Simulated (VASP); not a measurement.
# Ge3Rh (Pm-3n) in VASP: a series of runs

Runs on Ge3Rh. Level: PBE. Tasks: single point, relaxation of cell and atoms.

Everything below comes from runs of VASP 6.6.1. Logs are shortened: lines on timing, memory, paths and dates and some standing lists are left out, and cuts for length are marked.

### Step 1. The cell of the first run

The structure is cubic, space group Pm-3n (No. 223). The conventional cell has a = 5.138 Å, b = 5.138 Å, c = 5.138 Å, α = 90.00°, β = 90.00°, γ = 90.00°. Ge (site symmetry -4m2) is surrounded by 2 Ge at 2.57 Å and 4 Rh at 2.87 Å. Rh (site symmetry m-3) has 12 Ge at 2.87 Å as nearest neighbours.

The cell was built by a generator and needn't be a form met in nature.

### Step 2. Single point, PBE (cell x1)

Input file INCAR:

```
ALGO = Normal ; EDIFF = 1E-7
ENCUT = 520 ; GGA = PE
ISIF = 2 ; ISMEAR = 0
LASPH = True ; LCHARG = False
LREAL = False ; LWAVE = False
NBANDS = 67 ; NELM = 100
PREC = Accurate ; SIGMA = 0.2
```

Input file KPOINTS:

```
k-points
0
Gamma
  4 4 4
```

Input file POSCAR:

```
Ge3Rh
1.0
    5.1382110629      0.0000000000      0.0000000000
    0.0000000000      5.1382110629      0.0000000000
    0.0000000000      0.0000000000      5.1382110629
Ge Rh
6 2
Direct
    0.2500000000      0.0000000000      0.5000000000
    0.5000000000      0.7500000000      0.0000000000
    0.7500000000      1.0000000000      0.5000000000
    0.5000000000      0.2500000000      0.0000000000
    0.0000000000      0.5000000000      0.7500000000
    0.0000000000      0.5000000000      0.2500000000
    1.0000000000      0.0000000000      0.0000000000
    0.5000000000      0.5000000000      0.5000000000
```

Potentials or basis: VASP PAW PBE potentials, release 64 (Ge_d, Rh_pv).

Run with:

```
$ cat potpaw_PBE.64/Ge_d/POTCAR potpaw_PBE.64/Rh_pv/POTCAR > POTCAR
$ mpirun -np 1 vasp_std > vasp.out
```

OUTCAR:

```text
EDIFF = 1E-7
   ENCUT = 520
   GGA = PE
   ISIF = 2
   ISMEAR = 0
   LASPH = True
   LREAL = False
   NELM = 100
   PREC = Accurate

 ion  position               nearest neighbor table
   1  0.250  0.000  0.500-   3 2.57   3 2.57   8 2.87   7 2.87   8 2.87   7 2.87
   2  0.500  0.750  0.000-   4 2.57   4 2.57   8 2.87   8 2.87   7 2.87   7 2.87
   3  0.750  0.000  0.500-   1 2.57   1 2.57   8 2.87   7 2.87   8 2.87   7 2.87
   4  0.500  0.250  0.000-   2 2.57   2 2.57   8 2.87   8 2.87   7 2.87   7 2.87
   5  0.000  0.500  0.750-   6 2.57   6 2.57   8 2.87   7 2.87   7 2.87   8 2.87
   6  0.000  0.500  0.250-   5 2.57   5 2.57   8 2.87   7 2.87   7 2.87   8 2.87
   7  0.000  0.000  0.000-   1 2.87   2 2.87   3 2.87   4 2.87   5 2.87   6 2.87   1 2.87   3 2.87
                             5 2.87   6 2.87   2 2.87   4 2.87
   8  0.500  0.500  0.500-   1 2.87   2 2.87   3 2.87   4 2.87   5 2.87   6 2.87   2 2.87   4 2.87
                             1 2.87   3 2.87   5 2.87   6 2.87

  LATTYP: Found a simple cubic cell.
 ALAT       =     5.1382110629

  Lattice vectors:

 A1 = (   5.1382110629,   0.0000000000,   0.0000000000)
 A2 = (   0.0000000000,   5.1382110629,   0.0000000000)
 A3 = (   0.0000000000,   0.0000000000,   5.1382110629)

Analysis of symmetry for initial positions (statically):
=====================================================================
 Subroutine PRICEL returns:
 Original cell was already a primitive cell.

 Routine SETGRP: Setting up the symmetry group for a
 simple cubic supercell.

 Subroutine GETGRP returns: Found 48 space group operations
 (whereof 24 operations were pure point group operations)
 out of a pool of 48 trial point group operations.

The static configuration has the point symmetry T_h .
 The point group associated with its full space group is O_h .

Analysis of symmetry for dynamics (positions and initial velocities):
=====================================================================
 Subroutine PRICEL returns:
 Original cell was already a primitive cell.

 Routine SETGRP: Setting up the symmetry group for a
 simple cubic supercell.

 Subroutine GETGRP returns: Found 48 space group operations
 (whereof 24 operations were pure point group operations)
 out of a pool of 48 trial point group operations.

The dynamic configuration has the point symmetry T_h .
 The point group associated with its full space group is O_h .

 Subroutine INISYM returns: Found 48 space group operations
 (whereof 24 operations are pure point group operations),
 and found     1 'primitive' translations

----------------------------------------------------------------------------------------

                                     Primitive cell

  volume of cell :     135.6550

  direct lattice vectors                    reciprocal lattice vectors
     5.138211063  0.000000000  0.000000000     0.194620265  0.000000000  0.000000000
     0.000000000  5.138211063  0.000000000     0.000000000  0.194620265  0.000000000
     0.000000000  0.000000000  5.138211063     0.000000000  0.000000000  0.194620265

  length of vectors
     5.138211063  5.138211063  5.138211063     0.194620265  0.194620265  0.194620265

  position of ions in fractional coordinates (direct lattice)
     0.250000000  0.000000000  0.500000000
     0.500000000  0.750000000  0.000000000
     0.750000000  0.000000000  0.500000000
     0.500000000  0.250000000  0.000000000
     0.000000000  0.500000000  0.750000000
     0.000000000  0.500000000  0.250000000
     0.000000000  0.000000000  0.000000000
     0.500000000  0.500000000  0.500000000

  ion indices of the primitive-cell ions
   primitive index   ion index
                 1           1
                 2           2
                 3           3
                 4           4
                 5           5
                 6           6
                 7           7
                 8           8

----------------------------------------------------------------------------------------

 KPOINTS: k-points

Automatic generation of k-mesh.
 Grid dimensions read from file:
 generate k-points for:    4    4    4

 Generating k-lattice:

  Cartesian coordinates                     Fractional coordinates (reciprocal lattice)
     0.048655066  0.000000000  0.000000000     0.250000000  0.000000000  0.000000000
     0.000000000  0.048655066  0.000000000     0.000000000  0.250000000  0.000000000
     0.000000000  0.000000000  0.048655066     0.000000000  0.000000000  0.250000000

  Length of vectors
     0.048655066  0.048655066  0.048655066

  Shift w.r.t. Gamma in fractional coordinates (k-lattice)
     0.000000000  0.000000000  0.000000000

 Subroutine IBZKPT returns following result:
 ===========================================

 Found     10 irreducible k-points:

 Following reciprocal coordinates:
            Coordinates               Weight
  0.000000  0.000000  0.000000      1.000000
  0.250000  0.000000  0.000000      6.000000
  0.500000  0.000000  0.000000      3.000000
  0.250000  0.250000  0.000000     12.000000
  0.500000  0.250000  0.000000     12.000000
  0.500000  0.500000  0.000000      3.000000
  0.250000  0.250000  0.250000      8.000000
  0.500000  0.250000  0.250000     12.000000
  0.500000  0.500000  0.250000      6.000000
  0.500000  0.500000  0.500000      1.000000
   k-points           NKPTS =     10   k-points in BZ     NKDIM =     10   number of bands    NBANDS=     67
   number of dos      NEDOS =    301   number of ions     NIONS =      8
   total plane-waves  NPLWV =  64000
   dimension x,y,z NGX =    40 NGY =   40 NGZ =   40
   dimension x,y,z NGXF=    80 NGYF=   80 NGZF=   80
   ions per type =               6   2
   NGX,Y,Z   is equivalent  to a cutoff of  12.94, 12.94, 12.94 a.u.
   NGXF,Y,Z  is equivalent  to a cutoff of  25.88, 25.88, 25.88 a.u.
 SYSTEM =  unknown system
   PREC   = accura    normal or accurate (medium, high low for compatibility)
   ISTART =      0    job   : 0-new  1-cont  2-samecut
   ICHARG =      2    charge: 1-file 2-atom 10-const
   ISPIN  =      1    spin polarized calculation?
   LNONCOLLINEAR =      F non collinear calculations
   LSORBIT =      F    spin-orbit coupling
   LASPH  =      T    aspherical Exc in radial PAW
   ENCUT  =  520.0 eV  38.22 Ry    6.18 a.u.   9.55  9.55  9.55*2*pi/ulx,y,z
   NELM   =    100;   NELMIN=  2; NELMDL= -5     # of ELM steps
   EDIFF  = 0.1E-06   stopping-criterion for ELM
   LREAL  =      F    real-space projection
   EDIFFG = 0.1E-05   stopping-criterion for IOM
   NSW    =      0    number of steps for IOM
   IBRION =     -1    ionic relax: 0-MD 1-quasi-New 2-CG
   NFREE  =      0    steps in history (QN), initial steepest desc. (CG)
   ISIF   =      2    stress and relaxation
   ISYM   =      2    0-nonsym 1-usesym 2-fastsym
   POTIM  = 0.5000    time-step for ionic-motion
   TEBEG  =    0.0;   TEEND  =   0.0 temperature during run
   PSTRESS=    0.0 pullay stress
   NELECT =     114.0000    total number of electrons
   NUPDOWN=      -1.0000    fix difference up-down
   EMIN   =  10.00;   EMAX   =-10.00  energy-range for DOS
   EFERMI =   0.00;   METHOD = LEGACY
   ISMEAR =     0;   SIGMA  =   0.20  broadening in eV -4-tet -1-fermi 0-gaus
   EFERMI_NEDOS =   21; number of points for ismear=-14 and -15
   IALGO  =     38    algorithm
   IMIX   =      4    mixing-type and parameters
     AMIX     =   0.40;   BMIX     =  1.00
     AMIX_MAG =   1.60;   BMIX_MAG =  1.00
  volume/ion in A,a.u.               =      16.96       114.43
  Fermi-wavevector in a.u.,A,eV,Ry     =   1.544891  2.919421 32.472864  2.386688
  Thomas-Fermi vector in A             =   2.650347
   LORBIT       =      0    0 simple, 1 ext, 2 COOP (PROOUT), +10 PAW based schemes
   GGA     = PE    functional components
   LHFCALC =     F    Hartree Fock is set to
   AEXX    =    0.0000 exact exchange contribution
   IVDW    =     0    specifies the selected vdW correction
   LEPSILON=     F    determine dielectric tensor
   LRPA    =     F    only Hartree local field effects (RPA)
 non-spin polarized calculation
 Gauss-broadening in eV      SIGMA  =   0.20
  energy-cutoff  :      520.00
  volume of cell :      135.66
 maximum number of plane-waves:      3743
 NGX is ok and might be reduce to    40
   NGX = 19   NGY = 19   NGZ = 19

 number of electron     114.0000018 magnetization

 Free energy of the ion-electron system (eV)
  ---------------------------------------------------
  ext. energy  EPLUGINS =         0.00000000
  ---------------------------------------------------
  free energy    TOTEN  =       -41.03064919 eV

  energy without entropy =      -40.92865526  energy(sigma->0) =      -40.97965223

 E-fermi :   8.1900     XC(G=0): -12.0333

 val. band max:        8.1795934122   @ k =   0.2500   0.2500   0.0000
 cond. band min:       8.2143074753   @ k =   0.5000   0.2500   0.0000
 fundamental gap:      0.0347140631
 Fermi energy:         8.1899813577

 k-point     1 :       0.0000    0.0000    0.0000
  band No.  band energies     occupation
      1     -37.8472      2.00000
      2     -37.8472      2.00000
      3     -37.8472      2.00000
      4     -37.8462      2.00000
      5     -37.8462      2.00000
      6     -37.8462      2.00000
[... 59 lines left out ...]
     66      13.0465      0.00000
     67      13.2766      0.00000

 k-point     2 :       0.2500    0.0000    0.0000
  band No.  band energies     occupation
      1     -37.8471      2.00000
      2     -37.8470      2.00000
      3     -37.8470      2.00000
      4     -37.8464      2.00000
      5     -37.8463      2.00000
      6     -37.8463      2.00000
[... 59 lines left out ...]
     66      12.2147      0.00000
     67      12.2449      0.00000

 k-point     3 :       0.5000    0.0000    0.0000
  band No.  band energies     occupation
      1     -37.8468      2.00000
      2     -37.8468      2.00000
      3     -37.8467      2.00000
      4     -37.8467      2.00000
      5     -37.8466      2.00000
      6     -37.8466      2.00000
[... 479 lines left out ...]
     66      12.5466      0.00000
     67      12.6918      0.00000

 k-point    10 :       0.5000    0.5000    0.5000
  band No.  band energies     occupation
      1     -37.8468      2.00000
      2     -37.8468      2.00000
      3     -37.8468      2.00000
      4     -37.8468      2.00000
      5     -37.8468      2.00000
      6     -37.8468      2.00000
[... 59 lines left out ...]
     66      11.3927      0.00000
     67      13.1024      0.00000

------------------------ aborting loop because EDIFF is reached ----------------------------------------

  FORCE on cell =-STRESS in cart. coord.  units (eV):
  Direction    XX          YY          ZZ          XY          YZ          ZX
  --------------------------------------------------------------------------------------
  -------------------------------------------------------------------------------------
  Total        0.1688551      0.1688551      0.1688551     -0.0000000      0.0000000      0.0000000
  in kB        1.9942930      1.9942930      1.9942930     -0.0000000      0.0000000      0.0000000
  external PRESSURE =       1.9942930 kB  Pullay stress =       0.0000000 kB

 VOLUME and BASIS-vectors are now :
 -----------------------------------------------------------------------------
  energy-cutoff  :      520.00
  volume of cell :      135.66
      direct lattice vectors                 reciprocal lattice vectors
     5.138211063  0.000000000  0.000000000     0.194620265  0.000000000  0.000000000
     0.000000000  5.138211063  0.000000000     0.000000000  0.194620265  0.000000000
     0.000000000  0.000000000  5.138211063     0.000000000  0.000000000  0.194620265

 POSITION                                       TOTAL-FORCE (eV/Angst)
 -----------------------------------------------------------------------------------
      1.28455      0.00000      2.56911        -0.000000     -0.000000      0.000000
      2.56911      3.85366      0.00000        -0.000000      0.000000     -0.000000
      3.85366      0.00000      2.56911         0.000000      0.000000      0.000000
      2.56911      1.28455      0.00000         0.000000     -0.000000      0.000000
      0.00000      2.56911      3.85366        -0.000000      0.000000     -0.000000
      0.00000      2.56911      1.28455        -0.000000     -0.000000      0.000000
      0.00000      0.00000      0.00000        -0.000000      0.000000     -0.000000
      2.56911      2.56911      2.56911        -0.000000      0.000000     -0.000000
 -----------------------------------------------------------------------------------
    total drift:                               -0.000000     -0.000000     -0.000000

  FREE ENERGIE OF THE ION-ELECTRON SYSTEM (eV)
  ---------------------------------------------------
  free  energy   TOTEN  =       -41.0306491946 eV

  energy  without entropy=      -40.9286552579  energy(sigma->0) =      -40.97965223
```

It took 62 s on 1 thread of AMD EPYC 9R45 (Zen 5), shared host; peak memory 0.23 GiB.

What came out:

```yaml
Free_energy: -41.0306 eV
Pressure: 0.2 GPa
Band_gap_on_the_k_mesh: none (metal or under the smearing width)
```

### Step 3. Single point, PBE (species swapped into the Zr3Sn type (Pm-3n, No. 223))

Input file INCAR:

```
PREC = Accurate
ENCUT = 520
EDIFF = 1E-6
ISMEAR = 0
SIGMA = 0.1
LREAL = F
LASPH = T
NELM = 100
ALGO = Fast
ISIF = 2
LWAVE = F
LCHARG = F
GGA = PE
NBANDS = 67
```

Input file KPOINTS:

```
regular mesh
0
Gamma
  4 4 4
```

Input file POSCAR:

```
Ge3Rh
1.0
    5.1418335098      0.0000000000      0.0000000000
    0.0000000000      5.1418335098      0.0000000000
    0.0000000000      0.0000000000      5.1418335098
Ge Rh
6 2
Direct
    0.2500000000      0.0000000000      0.5000000000
    0.5000000000      0.7500000000      0.0000000000
    0.7500000000      0.0000000000      0.5000000000
    0.5000000000      0.2500000000      0.0000000000
    0.0000000000      0.5000000000      0.7500000000
    0.0000000000      0.5000000000      0.2500000000
    0.0000000000      0.0000000000      0.0000000000
    0.5000000000      0.5000000000      0.5000000000
```

Potentials or basis: VASP PAW PBE potentials, release 64 (Ge_d, Rh_pv).

Run with:

```
$ cat potpaw_PBE.64/Ge_d/POTCAR potpaw_PBE.64/Rh_pv/POTCAR > POTCAR
$ mpirun -np 1 vasp_std > vasp.out
```

Wall time 72 s (1 thread of AMD EPYC 9R45 (Zen 5), shared host); peak memory 0.23 GiB.

The run converged. Its results:

```yaml
Free_energy: -40.9887 eV
Pressure: 0.1 GPa
Band_gap_on_the_k_mesh: none (metal or under the smearing width)
```

Levels at points of the mesh, in eV from the Fermi level:
```csv
k point,band 53,band 54,band 55,band 56,band 57,band 58,band 59,band 60,band 61,band 62
"(0.00, 0.00, 0.00)",-2.21,-2.21,-0.75,-0.75,-0.27,-0.27,0.85,0.85,0.85,2.87
"(0.50, 0.00, 0.00)",-1.29,-1.29,-0.90,-0.90,0.02,0.02,1.60,1.60,1.85,1.85
"(0.50, 0.50, 0.00)",-1.98,-1.88,-0.39,-0.13,-0.13,0.50,0.67,1.67,2.18,2.31
"(0.50, 0.50, 0.50)",-1.97,-1.97,1.33,1.33,1.33,1.33,1.33,1.33,3.19,3.19
```

### Step 4. Relaxation of cell and atoms, PBE (species swapped into the Zr3Sn type (Pm-3n, No. 223))

Input file INCAR:

```
SYSTEM = Ge3Rh
PREC = Accurate
ENCUT = 600
EDIFF = 1E-6
ISMEAR = 0
SIGMA = 0.1
LREAL = .False.
LASPH = .True.
NELM = 60
ALGO = Fast
ISIF = 3
LWAVE = .False.
LCHARG = .False.
GGA = PE
IBRION = 2
NSW = 90
EDIFFG = -0.04
```

Input file KPOINTS:

```
regular mesh
0
Gamma
  4 4 4
  0 0 0
```

POSCAR: that of step 3 with these lines changed.

```diff
@@ -2,5 +2,5 @@
 1.0
-    5.1418335098      0.0000000000      0.0000000000
-    0.0000000000      5.1418335098      0.0000000000
-    0.0000000000      0.0000000000      5.1418335098
+    5.4480765000      0.0000000000      0.0000000000
+    0.0000000000      5.4480765000      0.0000000000
+    0.0000000000      0.0000000000      5.4480765000
 Ge Rh
```

Run with:

```
$ cat potpaw_PBE.64/Ge_d/POTCAR potpaw_PBE.64/Rh_pv/POTCAR > POTCAR
$ mpirun -np 1 vasp_std > vasp.out
```

Run time: 5.4 min. Hardware: 1 thread of AMD EPYC 9R45 (Zen 5), shared host; peak memory 0.36 GiB.

The run converged. Its results:

| Quantity | Value |
| --- | --- |
| Free energy | -40.9991 eV |
| Relaxed volume | 17.00 Å³/atom |
| Relaxed cell | a = 5.142 Å, b = 5.142 Å, c = 5.142 Å, α = 90.00°, β = 90.00°, γ = 90.00° |
| Space group after relaxing (to 0.05 Å) | Pm-3n (No. 223) |
| Energy gained by relaxing | 141.9 meV/atom |
| Ionic steps | 3 |
| Pressure after relaxing | 0.0 GPa |
| Band gap on the k mesh | none (metal or under the smearing width) |

Step by step:
| step | energy change (eV) | largest force (eV/Å) | pressure (GPa) | volume (Å³) |
| --- | --- | --- | --- | --- |
| 1 | 0.0000 | 0.0000 | -12.13 | 161.71 |
| 2 | -0.9878 | 0.0000 | 6.52 | 128.47 |
| 3 | -1.1349 | 0.0000 | -0.03 | 135.97 |

Final structure:
```cif
data_structure
_symmetry_space_group_name_H-M 'P 1'
_symmetry_Int_Tables_number 1
_cell_length_a 5.1422
_cell_length_b 5.1422
_cell_length_c 5.1422
_cell_angle_alpha 90.000
_cell_angle_beta 90.000
_cell_angle_gamma 90.000
_cell_volume 135.97
loop_
_atom_site_label
_atom_site_type_symbol
_atom_site_fract_x
_atom_site_fract_y
_atom_site_fract_z
_atom_site_occupancy
Ge1 Ge 0.25000 0.00000 0.50000 1
Ge2 Ge 0.50000 0.75000 0.00000 1
Ge3 Ge 0.75000 0.00000 0.50000 1
Ge4 Ge 0.50000 0.25000 0.00000 1
Ge5 Ge 0.00000 0.50000 0.75000 1
Ge6 Ge 0.00000 0.50000 0.25000 1
Rh1 Rh 0.00000 0.00000 0.00000 1
Rh2 Rh 0.50000 0.50000 0.50000 1
```

Levels at points of the mesh, in eV from the Fermi level:
```
           k point  band 53  band 54  band 55  band 56  band 57  band 58  band 59  band 60  band 61  band 62
(0.00, 0.00, 0.00)    -2.21    -2.21    -0.75    -0.75    -0.27    -0.27     0.85     0.85     0.85     2.88
(0.50, 0.00, 0.00)    -1.29    -1.29    -0.90    -0.90     0.02     0.02     1.60     1.60     1.85     1.85
(0.50, 0.50, 0.00)    -1.98    -1.88    -0.39    -0.13    -0.13     0.50     0.67     1.67     2.18     2.31
(0.50, 0.50, 0.50)    -1.97    -1.97     1.33     1.33     1.33     1.33     1.33     1.33     3.19     3.19
```

Caveat: the volume moved by over 15 % at a fixed basis, so the end points are rough.

### Step 5. Summary

| task | cell | cutoff (eV) | smearing | gap on the mesh (eV) | pressure (GPa) |
| --- | --- | --- | --- | --- | --- |
| single point | cell x1 | 520 | gaussian 0.2 eV | none | 0.2 |
| single point | species swapped into the Zr3Sn type (Pm-3n, No. 223) | 520 | gaussian 0.1 eV | none | 0.1 |
| relaxation of cell and atoms | relaxed from: species swapped into the Zr3Sn type (Pm-3n, No. 223) | 600 | gaussian 0.1 eV | none | 0.0 |

Alike in all rows: level PBE; potentials or basis VASP PAW PBE potentials, release 64 (Ge_d, Rh_pv); no spin polarisation; k mesh 4 × 4 × 4.

Caveats: the volume moved by over 15 % at a fixed basis, so the end points are rough (some runs).

Total energies depend on the potentials used, so only differences within one code and one set of settings carry meaning.
